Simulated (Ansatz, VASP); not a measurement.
**Two plane-wave programs on LiY3**

The input INCAR:

```
PREC = Accurate ; ENCUT = 600
EDIFF = 1E-6 ; ISMEAR = -1
SIGMA = 0.05 ; LREAL = False
LASPH = True ; NELM = 100
ALGO = Normal ; ISIF = 3
LWAVE = False ; LCHARG = False
GGA = PS ; IBRION = 2
NSW = 40 ; EDIFFG = -0.01
```

The input KPOINTS:

```
Automatic mesh
0
Gamma
  6 6 6
```

Contents of POSCAR:

```
LiY3
1.0
   -2.3671900000      2.3671900000      5.3266430000
    2.3671900000     -2.3671900000      5.3266430000
    2.3671900000      2.3671900000     -5.3266430000
Y Li
3 1
Direct
    0.5000000000      0.5000000000      0.0000000000
    0.2500000000      0.7500000000      0.5000000000
    0.7500000000      0.2500000000      0.5000000000
    0.0000000000      0.0000000000      0.0000000000
```

File input.yaml:

```yaml
crystal:
  lattice:
    - [-2.36719, 2.36719, 5.326643]
    - [2.36719, -2.36719, 5.326643]
    - [2.36719, 2.36719, -5.326643]
  atoms:
    - { symbol: "Y", position: [0.5, 0.5, 0.0] }
    - { symbol: "Y", position: [0.25, 0.75, 0.5] }
    - { symbol: "Y", position: [0.75, 0.25, 0.5] }
    - { symbol: Li, position: [0.0, 0.0, 0.0] }
hamiltonian:
  xc: pbesol
  pseudopotentials: { kind: paw }
kpoints:
  mp_grid: { grid: [6, 6, 6] }
scf:
  occupations: { method: fermi_dirac, width: 0.05 }
output:
  forces: true
  stress: true
  eigenvalues: true
relax:
  f_tol: 0.01
  max_steps: 40
  cell: { stress_tol: 0.05 }
```

The cell comes from a database or a generator and needn't be the stable form of this composition.

Alike in both runs: task relaxation of cell and atoms; functional PBEsol; k mesh 6 × 6 × 6; occupations fermi-dirac, width 0.05 eV; no spin polarisation.

```csv
,VASP,Ansatz
version,VASP 6.6.1,Ansatz 0.2.0
potentials or method,"VASP PAW PBE potentials, release 64 (Y_sv, Li_sv)",Ansatz PAW
plane-wave cutoff (eV),600,420
valence electrons in the cell,36,36
```

|  | VASP | Ansatz | Ansatz less VASP |
| --- | --- | --- | --- |
| gap on the k mesh at the Fermi level, each at its own relaxed structure (eV) | none | none | - |
| relaxed volume (Å³/atom) | 28.28 | 28.42 | +0.140 |
| relaxed cell length with the largest relative difference (Å) | 6.099 | 6.120 | +0.0211 |
| energy change over the relaxation (meV/atom) | -9 | -7 | +1.2 |

A gap of «none» marks a metal or a gap that the smearing closes.

Caveats: the cutoff is under 1.25 times the usual one of these potentials, so pressure, stress and relaxed cells hold a basis-set (Pulay) error (VASP); the PAW data sets were made with another functional, which shifts forces and pressure a little (VASP); the plane-wave basis is chosen anew once the cell has moved, so the energies of steps on either side of that aren't comparable (Ansatz); the PAW data sets come from PBE, with cores solved anew for the run's functional, which leaves a small shift of forces and pressure (Ansatz).
